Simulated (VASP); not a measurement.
# CaO: exact exchange and RPA correlation, part 4 of 6

How do cheaper functionals compare with the RPA for CaO, and at what cost? The scan starts from a database cell, scaled to the smallest volume of the series. The cell is of the rock-salt type, one of the forms listed for this formula. The start is a computed cell from the Materials Project.

VASP 6.6.1, plane waves and PAW; the level of theory is named at each step.

So far. Step 16 (Orbitals, volume ratio 0.99): The run ends at a pressure of -6.31 GPa. Step 17 (Exact exchange, volume ratio 0.99): The Hartree-Fock energy on these orbitals is -16.0137 eV an atom.

**18. Empty bands, volume ratio 0.99**

This step: LDA; plane waves and PAW (Ca_sv_GW, O_GW) (VASP 6.6.1).

The empty bands are made again, for the run that follows.

The input, INCAR:

```
SYSTEM = CaO
PREC = Accurate
ENCUT = 560
ISMEAR = 0
SIGMA = 0.05
LREAL = .FALSE.
GGA = CA
NBANDS = 868
ALGO = Exact
NELM = 1
LWAVE = .TRUE.
LCHARG = .FALSE.
LOPTICS = .TRUE.
NEDOS = 1000
CSHIFT = 0.1
```

The input, POSCAR:

```
CaO
1.0
    0.0000000000      2.3955169881      2.3955169881
    2.3955169881      0.0000000000      2.3955169881
    2.3955169881      2.3955169881      0.0000000000
Ca O
1 1
Direct
    0.0000000000      0.0000000000      0.0000000000
    0.5000000000      0.5000000000      0.5000000000
```

The input, KPOINTS:

```
Automatic mesh
0
Gamma
6 6 6
0 0 0
```

Potentials, in the order of the species: Ca_sv_GW and O_GW (LDA family, release 64).

Launch:

```bash
$ mpirun -np 4 vasp_std
```

What it wrote:

```text
[banner, memory and clock lines left out]
running    4 mpi-ranks, on    1 nodes
[...]
LDA part: xc-table for (Slater(with rela. corr.)+CA(PZ))
 , standard interpolation
 found WAVECAR, reading the header
  number of bands has changed, file:    14 present:   868
  trying to continue reading WAVECAR, but it might fail
 POSCAR, INCAR and KPOINTS ok, starting setup
[...]
reading WAVECAR
 random initialization beyond band           14
 the WAVECAR file was read successfully
 initial charge from wavefunction
 entering main loop
       N       E                     dE             d eps       ncg     rms          rms(c)
DIA:   1    -0.191461999319E+02   -0.19146E+02    0.00000E+00     0   0.000E+00
   1 F= -.19146200E+02 E0= -.19146200E+02  d E =-.700287E-33
 writing wavefunctions
 optical routines
 imaginary and real dielectric function
 recalculating local potential from charge density
 direction            1
 direction            2
 direction            3
```

Run time: 8 s. Hardware: 4 MPI ranks of Intel Xeon 6975P-C (Granite Rapids), shared host; peak memory 0.91 GiB; 30 s of CPU time.

From OUTCAR (step 18):

```text
  Total       -1.0844688     -1.0844688     -1.0844688     -0.0000000      0.0000000     -0.0000000
  in kB      -63.1975000    -63.1975000    -63.1975000     -0.0000000      0.0000000     -0.0000000
  external PRESSURE =     -63.1975000 kB  Pullay stress =       0.0000000 kB

 POSITION                                       TOTAL-FORCE (eV/Angst)
 -----------------------------------------------------------------------------------
      0.00000      0.00000      0.00000        -0.000000      0.000000      0.000000
      2.39552      2.39552      2.39552         0.000000     -0.000000     -0.000000
 -----------------------------------------------------------------------------------
    total drift:                                0.000000      0.000000      0.000000

  FREE ENERGIE OF THE ION-ELECTRON SYSTEM (eV)
  ---------------------------------------------------
  free  energy   TOTEN  =       -19.1461999319 eV

  energy  without entropy=      -19.1461999319  energy(sigma->0) =      -19.14619993

[... 1 part as in an earlier step ...]

[... 2 further parts left out ...]
[key lines of the parts left out:]
E-fermi :   4.7001
```

WAVECAR now holds 868 bands for 16 electrons.

**19. RPA correlation, volume ratio 0.99**

This step: RPA correlation on LDA orbitals; plane waves and PAW (Ca_sv_GW, O_GW) (VASP 6.6.1).

RPA correlation at this point.

The input, INCAR:

```
SYSTEM = CaO
PREC = Accurate
ENCUT = 560
ISMEAR = 0
SIGMA = 0.05
LREAL = .FALSE.
GGA = CA
NBANDS = 868
ALGO = ACFDT
ENCUTGW = 200
NOMEGA = 12
PRECFOCK = Fast
LWAVE = .FALSE.
LCHARG = .FALSE.
```

POSCAR is that of step 18.

KPOINTS is that of step 18.

Launch:

```bash
$ mpirun -np 4 vasp_std
```

What it wrote:

```text
[banner, memory and clock lines left out]
running    4 mpi-ranks, on    1 nodes
[...]
LDA part: xc-table for (Slater(with rela. corr.)+CA(PZ))
 , standard interpolation
 found WAVECAR, reading the header
 POSCAR, INCAR and KPOINTS ok, starting setup
[...]
reading WAVECAR
 the WAVECAR file was read successfully
 initial charge from wavefunction
 available memory per node:     69.71 GB, setting MAXMEM to     71386

 The Fermi energy was updated, please check that it is located mid-gap
 values below the HOMO (VB) or above the LUMO (CB) will cause erroneous energies
 E-fermi :   6.0259

 the WAVEDER file was read successfully
 set NWRITE>2 for more details about minimax calculation
 number of imaginary grid points requested:      12
 number of distinct grids requested:  1
 quadrature errors minimized for energies in [ 0.348E+01, 0.588E+03 ]
 bosonic grid (T=0, re) determined with error: 0.9261E-08
 bosonic grid (re): 0.9261E-08
       0.7866       2.5392       4.8852       8.4213      14.1133
[...]
NQ=  10    0.3333    0.3333    0.0000,
|.........|.........|.........|.........
 performed     172610000 updates of chi_q(r,r)
 total number of BLAS operations      41248.61 Gflops
NQ=  11    0.5000    0.3333    0.0000,
|.........|.........|.........|.........
 performed     189871000 updates of chi_q(r,r)
 total number of BLAS operations      45624.03 Gflops
NQ=  12   -0.3333    0.3333    0.0000,
|.........|.........|.........|.........
 performed     207132000 updates of chi_q(r,r)
 total number of BLAS operations      49901.68 Gflops
NQ=  13    0.5000    0.5000    0.0000,
|.........|.........|.........|.........
 performed     224393000 updates of chi_q(r,r)
 total number of BLAS operations      54886.93 Gflops
NQ=  14    0.5000    0.3333    0.1667,
|.........|.........|.........|.........
 performed     241654000 updates of chi_q(r,r)
 total number of BLAS operations      59262.35 Gflops
NQ=  15   -0.3333    0.3333    0.1667,
|.........|.........|.........|.........
 performed     258915000 updates of chi_q(r,r)
 total number of BLAS operations      63736.65 Gflops
NQ=  16   -0.3333    0.5000    0.1667,
|.........|.........|.........|.........
 performed     276176000 updates of chi_q(r,r)
 total number of BLAS operations      68310.93 Gflops
 entering main loop
```

It took 8.2 min on 4 MPI ranks; peak memory 3.5 GiB.

From OUTCAR (step 19):

```text
      cutoff energy     smooth cutoff   RPA   correlation   Hartree contr. to MP2
---------------------------------------------------------------------------------
            200.000           160.000      -20.3054555412      -31.9786928553
            190.476           152.381      -20.0010637437      -31.5855927284
            181.406           145.125      -19.6858228540      -31.1716742094
            172.768           138.214      -19.3583261099      -30.7342735309
            164.541           131.632      -19.0213159427      -30.2764402458
            156.705           125.364      -18.6719333070      -29.7936685766
            149.243           119.394      -18.3137586429      -29.2905534035
            142.136           113.709      -17.9444352901      -28.7630796206
  linear regression

[... 2 parts as in an earlier step ...]

[... 2 further parts left out ...]
[key lines of the parts left out:]
E-fermi :   6.0259
```

Extrapolated by the program to an infinite response cutoff, the correlation energy is -11.893 eV an atom, +8 meV against the point before. With exact exchange the total is -27.9067 eV an atom.

**20. Comparison: r2SCAN, volume ratio 0.99**

This step: r2SCAN; plane waves and PAW (Ca_sv_GW, O_GW) (VASP 6.6.1).

The comparison at this point.

The input, INCAR:

```
SYSTEM = CaO
PREC = Accurate
ENCUT = 560
EDIFF = 1E-06
NELM = 100
ISMEAR = 0
SIGMA = 0.05
LREAL = .FALSE.
ALGO = Normal
METAGGA = R2SCAN
LASPH = .TRUE.
NBANDS = 14
LWAVE = .FALSE.
LCHARG = .FALSE.
KPAR = 4
```

POSCAR is that of step 19.

KPOINTS is that of step 19.

Launch:

```bash
$ mpirun -np 4 vasp_std
```

What it wrote:

```text
[... set-up lines as in an earlier step ...]
 entering main loop
       N       E                     dE             d eps       ncg     rms          rms(c)
DAV:   1     0.128748992171E+03    0.12875E+03   -0.78980E+03   456   0.129E+03
DAV:   2    -0.888367232429E+02   -0.21759E+03   -0.19272E+03   634   0.509E+02
DAV:   3    -0.104119691283E+03   -0.15283E+02   -0.14892E+02   762   0.161E+02
DAV:   4    -0.104408341328E+03   -0.28865E+00   -0.28811E+00   616   0.196E+01
[...]
DAV:  13    -0.936588889895E+02    0.68133E-04   -0.33288E-04   526   0.211E-01    0.309E-02
DAV:  14    -0.936588767166E+02    0.12273E-04   -0.38580E-05   750   0.732E-02    0.271E-02
DAV:  15    -0.936588773610E+02   -0.64436E-06   -0.11064E-06   320   0.199E-02
   1 F= -.93658877E+02 E0= -.93658877E+02  d E =-.415884E-20
```

The job ended after 9 s (4 MPI ranks; peak memory 0.58 GiB; 33 s of CPU time).

From OUTCAR (step 20):

```text
  Total       -0.0702703     -0.0702703     -0.0702703      0.0000000      0.0000000     -0.0000000
  in kB       -4.0950062     -4.0950062     -4.0950062      0.0000000      0.0000000     -0.0000000
  external PRESSURE =      -4.0950062 kB  Pullay stress =       0.0000000 kB

 POSITION                                       TOTAL-FORCE (eV/Angst)
 -----------------------------------------------------------------------------------
      0.00000      0.00000      0.00000        -0.000000      0.000000     -0.000000
      2.39552      2.39552      2.39552         0.000000     -0.000000      0.000000
 -----------------------------------------------------------------------------------
    total drift:                                0.000000      0.000000      0.000000

  FREE ENERGIE OF THE ION-ELECTRON SYSTEM (eV)
  ---------------------------------------------------
  free  energy   TOTEN  =       -93.6588773610 eV

  energy  without entropy=      -93.6588773610  energy(sigma->0) =      -93.65887736

[... 2 parts as in an earlier step ...]

[... 1 further part left out ...]
[key lines of the parts left out:]
E-fermi :   4.6564
```

Its energy is -46.8294 eV an atom, on a zero of its own.

**21. Orbitals for comparison: HSE06, volume ratio 0.99**

This step: LDA; plane waves and PAW (Ca_sv_GW, O_GW) (VASP 6.6.1).

Starting orbitals, as before.

The input, INCAR:

```
SYSTEM = CaO
PREC = Accurate
ENCUT = 560
EDIFF = 1E-05
NELM = 100
ISMEAR = 0
SIGMA = 0.05
LREAL = .FALSE.
ALGO = Normal
GGA = CA
NBANDS = 14
LORBIT = 11
LWAVE = .TRUE.
LCHARG = .FALSE.
KPAR = 4
```

POSCAR is that of step 20.

KPOINTS is that of step 20.

Launch:

```bash
$ mpirun -np 4 vasp_std
```

What it wrote:

```text
[... set-up lines as in an earlier step ...]
 entering main loop
       N       E                     dE             d eps       ncg     rms          rms(c)
[... 12 cycles as in an earlier step ...]
DAV:  13    -0.191462000505E+02    0.25833E-04   -0.88113E-05   666   0.140E-01    0.496E-02
DAV:  14    -0.191462001294E+02   -0.78838E-07   -0.25450E-06   266   0.157E-02
   1 F= -.19146200E+02 E0= -.19146200E+02  d E =-.362926E-13
 writing wavefunctions
```

Wall time 2.4 s (4 MPI ranks); peak memory 0.5 GiB.

Parts of OUTCAR (step 21):

```text
  Total       -1.0876060     -1.0876060     -1.0876060     -0.0000000     -0.0000000      0.0000000
  in kB      -63.3803174    -63.3803174    -63.3803174     -0.0000000     -0.0000000      0.0000000
  external PRESSURE =     -63.3803174 kB  Pullay stress =       0.0000000 kB

  FREE ENERGIE OF THE ION-ELECTRON SYSTEM (eV)
  ---------------------------------------------------
  free  energy   TOTEN  =       -19.1462001294 eV

  energy  without entropy=      -19.1462001294  energy(sigma->0) =      -19.14620013

[... 3 parts as in an earlier step ...]

[... 1 further part left out ...]
[key lines of the parts left out:]
E-fermi :   4.5270
```

The run ends at a pressure of -6.34 GPa.

**22. Comparison: HSE06, volume ratio 0.99**

This step: HSE06; plane waves and PAW (Ca_sv_GW, O_GW) (VASP 6.6.1).

The comparison at this point.

The input, INCAR:

```
SYSTEM = CaO
PREC = Accurate
ENCUT = 560
EDIFF = 1E-06
NELM = 100
ISMEAR = 0
SIGMA = 0.05
LREAL = .FALSE.
ALGO = Normal
LHFCALC = .TRUE.
AEXX = 0.25
GGA = PE
HFSCREEN = 0.2
LASPH = .TRUE.
NBANDS = 14
PRECFOCK = Fast
LWAVE = .FALSE.
LCHARG = .FALSE.
KPAR = 4
```

POSCAR is that of step 21.

KPOINTS is that of step 21.

The run starts from files that an earlier step left in the folder.

Launch:

```bash
$ mpirun -np 4 vasp_std
```

What it wrote:

```text
[... set-up lines as in an earlier step ...]
 entering main loop
       N       E                     dE             d eps       ncg     rms          rms(c)
DAV:   1    -0.209126279194E+02   -0.20913E+02   -0.73678E-01   648   0.185E+01    0.184E+00
DAV:   2    -0.208805307882E+02    0.32097E-01   -0.76328E-02   694   0.452E+00    0.897E-01
DAV:   3    -0.208822306190E+02   -0.16998E-02   -0.16965E-02   724   0.131E+00    0.628E-01
DAV:   4    -0.208810696925E+02    0.11609E-02   -0.14674E-03   596   0.821E-01    0.370E-01
[...]
DAV:   8    -0.208807130843E+02    0.53126E-05   -0.66038E-06   476   0.465E-02    0.639E-02
DAV:   9    -0.208807112133E+02    0.18710E-05   -0.23663E-06   388   0.300E-02    0.369E-02
DAV:  10    -0.208807108160E+02    0.39730E-06   -0.51815E-07   242   0.131E-02
   1 F= -.20880711E+02 E0= -.20880711E+02  d E =-.123043E-25
```

It took 74 s on 4 MPI ranks; peak memory 0.99 GiB.

OUTCAR, selected parts (step 22):

```text
 POSITION                                       TOTAL-FORCE (eV/Angst)
 -----------------------------------------------------------------------------------
      0.00000      0.00000      0.00000         0.000000      0.000000      0.000000
      2.39552      2.39552      2.39552        -0.000000     -0.000000     -0.000000
 -----------------------------------------------------------------------------------
    total drift:                                0.000001      0.000001      0.000001

  FREE ENERGIE OF THE ION-ELECTRON SYSTEM (eV)
  ---------------------------------------------------
  free  energy   TOTEN  =       -20.8807108160 eV

  energy  without entropy=      -20.8807108160  energy(sigma->0) =      -20.88071082

[... 2 parts as in an earlier step ...]

[... 1 further part left out ...]
[key lines of the parts left out:]
E-fermi :   3.9621
```

Its energy is -10.4404 eV an atom, on a zero of its own.

**23. Orbitals, volume ratio 1.02**

This step: LDA; plane waves and PAW (Ca_sv_GW, O_GW) (VASP 6.6.1).

The same chain follows at a volume ratio of 1.02.

The input, INCAR:

```
SYSTEM = CaO
PREC = Accurate
ENCUT = 560
EDIFF = 1E-08
NELM = 100
ISMEAR = 0
SIGMA = 0.05
LREAL = .FALSE.
ALGO = Normal
GGA = CA
NBANDS = 14
LORBIT = 11
LWAVE = .TRUE.
LCHARG = .FALSE.
KPAR = 4
```

The input, POSCAR:

```
CaO
1.0
    0.0000000000      2.4194737473      2.4194737473
    2.4194737473      0.0000000000      2.4194737473
    2.4194737473      2.4194737473      0.0000000000
Ca O
1 1
Direct
    0.0000000000      0.0000000000      0.0000000000
    0.5000000000      0.5000000000      0.5000000000
```

KPOINTS is that of step 22.

Launch:

```bash
$ mpirun -np 4 vasp_std
```

What it wrote:

```text
[... set-up lines as in an earlier step ...]
 entering main loop
       N       E                     dE             d eps       ncg     rms          rms(c)
DAV:   1     0.203206281470E+03    0.20321E+03   -0.77036E+03   448   0.128E+03
DAV:   2    -0.304681917422E+01   -0.20625E+03   -0.18339E+03   566   0.490E+02
DAV:   3    -0.226249035118E+02   -0.19578E+02   -0.17998E+02   778   0.166E+02
DAV:   4    -0.230540530102E+02   -0.42915E+00   -0.42668E+00   594   0.224E+01
[...]
DAV:  15    -0.191066835300E+02    0.14416E-06   -0.93998E-07   794   0.147E-02    0.175E-02
DAV:  16    -0.191066834771E+02    0.52877E-07   -0.65539E-08   700   0.335E-03    0.515E-03
DAV:  17    -0.191066834742E+02    0.29643E-08   -0.71178E-09   278   0.111E-03
   1 F= -.19106683E+02 E0= -.19106683E+02  d E =-.769050E-20
 writing wavefunctions
```

Run time: 2.6 s. Hardware: 4 MPI ranks; peak memory 0.52 GiB; 7.9 s of CPU time.

Parts of OUTCAR (step 23):

```text
  Total       -1.6127506     -1.6127506     -1.6127506      0.0000000      0.0000000     -0.0000000
  in kB      -91.2189461    -91.2189461    -91.2189461      0.0000000      0.0000000     -0.0000000
  external PRESSURE =     -91.2189461 kB  Pullay stress =       0.0000000 kB

 POSITION                                       TOTAL-FORCE (eV/Angst)
 -----------------------------------------------------------------------------------
      0.00000      0.00000      0.00000         0.000000      0.000000      0.000000
      2.41947      2.41947      2.41947        -0.000000      0.000000     -0.000000
 -----------------------------------------------------------------------------------
    total drift:                                0.000000      0.000000      0.000000

  FREE ENERGIE OF THE ION-ELECTRON SYSTEM (eV)
  ---------------------------------------------------
  free  energy   TOTEN  =       -19.1066834742 eV

  energy  without entropy=      -19.1066834742  energy(sigma->0) =      -19.10668347

[... 1 part as in an earlier step ...]

[... 2 further parts left out ...]
[key lines of the parts left out:]
E-fermi :   4.3593
```

The run ends at a pressure of -9.12 GPa.

**24. Exact exchange, volume ratio 1.02**

This step: Hartree-Fock energy on LDA orbitals; plane waves and PAW (Ca_sv_GW, O_GW) (VASP 6.6.1).

Exact exchange at this point.

The input, INCAR:

```
SYSTEM = CaO
PREC = Accurate
ENCUT = 560
ISMEAR = 0
SIGMA = 0.05
LREAL = .FALSE.
GGA = CA
NBANDS = 14
ALGO = Eigenval
NELM = 1
LHFCALC = .TRUE.
AEXX = 1
ALDAC = 0
AGGAC = 0
PRECFOCK = Normal
LWAVE = .FALSE.
LCHARG = .FALSE.
```

POSCAR is that of step 23.

KPOINTS is that of step 23.

The run starts from files that an earlier step left in the folder.

Launch:

```bash
$ mpirun -np 4 vasp_std
```

What it wrote:

```text
[... set-up lines as in an earlier step ...]
 entering main loop
       N       E                     dE             d eps       ncg     rms          rms(c)
EIG:   1    -0.320437723105E+02   -0.32044E+02    0.00000E+00     0   0.000E+00
   1 F= -.32043772E+02 E0= -.32043772E+02  d E =-.253882E-35
```

The job ended after 35 s (4 MPI ranks; peak memory 0.46 GiB).

OUTCAR, selected parts (step 24):

```text
 POSITION                                       TOTAL-FORCE (eV/Angst)
 -----------------------------------------------------------------------------------
      0.00000      0.00000      0.00000        -0.000000      0.000000     -0.000000
      2.41947      2.41947      2.41947         0.000000      0.000000      0.000000
 -----------------------------------------------------------------------------------
    total drift:                                0.000000     -0.000000      0.000000

  FREE ENERGIE OF THE ION-ELECTRON SYSTEM (eV)
  ---------------------------------------------------
  free  energy   TOTEN  =       -32.0437723105 eV

  energy  without entropy=      -32.0437723105  energy(sigma->0) =      -32.04377231

[... 2 parts as in an earlier step ...]

[... 1 further part left out ...]
[key lines of the parts left out:]
E-fermi :   4.4796
```

The Hartree-Fock energy on these orbitals is -16.0219 eV an atom.

**25. Empty bands, volume ratio 1.02**

This step: LDA; plane waves and PAW (Ca_sv_GW, O_GW) (VASP 6.6.1).

The empty bands are made again, for the run that follows.

The input, INCAR:

```
SYSTEM = CaO
PREC = Accurate
ENCUT = 560
ISMEAR = 0
SIGMA = 0.05
LREAL = .FALSE.
GGA = CA
NBANDS = 868
ALGO = Exact
NELM = 1
LWAVE = .TRUE.
LCHARG = .FALSE.
LOPTICS = .TRUE.
NEDOS = 1000
CSHIFT = 0.1
```

POSCAR is that of step 24.

KPOINTS is that of step 24.

Launch:

```bash
$ mpirun -np 4 vasp_std
```

What it wrote:

```text
[... set-up lines as in an earlier step ...]
 entering main loop
       N       E                     dE             d eps       ncg     rms          rms(c)
DIA:   1    -0.191066834774E+02   -0.19107E+02    0.00000E+00     0   0.000E+00
   1 F= -.19106683E+02 E0= -.19106683E+02  d E =-.278564E-12
 writing wavefunctions
 optical routines
 imaginary and real dielectric function
 recalculating local potential from charge density
 direction            1
 direction            2
 direction            3
```

It took 8.6 s on 4 MPI ranks; peak memory 0.92 GiB; 32 s of CPU time.

OUTCAR, selected parts (step 25):

```text
  Total       -1.6145951     -1.6145951     -1.6145951      0.0000000      0.0000000      0.0000000
  in kB      -91.3232743    -91.3232743    -91.3232743      0.0000000      0.0000000      0.0000000
  external PRESSURE =     -91.3232743 kB  Pullay stress =       0.0000000 kB

 POSITION                                       TOTAL-FORCE (eV/Angst)
 -----------------------------------------------------------------------------------
      0.00000      0.00000      0.00000        -0.000000      0.000000      0.000000
      2.41947      2.41947      2.41947         0.000000     -0.000000     -0.000000
 -----------------------------------------------------------------------------------
    total drift:                                0.000000      0.000000      0.000000

  FREE ENERGIE OF THE ION-ELECTRON SYSTEM (eV)
  ---------------------------------------------------
  free  energy   TOTEN  =       -19.1066834774 eV

  energy  without entropy=      -19.1066834774  energy(sigma->0) =      -19.10668348

[... 2 parts as in an earlier step ...]

[... 1 further part left out ...]
[key lines of the parts left out:]
E-fermi :   4.2788
```

(Part 4 of 6 ends here.)

[Lines on the potential files, build, host, timing and source positions are cut from VASP's logs without a mark.]

[Logs are printed without paths, hosts, clocks, repeated set-up lines and the standing remarks that a program may print on its own settings, such as how far it seeks lower states.]

[Hosts, paths, dates, database ids (printed as entryN), source tags and the programs' standing remarks are cut or masked in the printed files.]

[Pressures printed for these runs are not shown converged in the cutoff: they can be off by several GPa and have the wrong sign.]
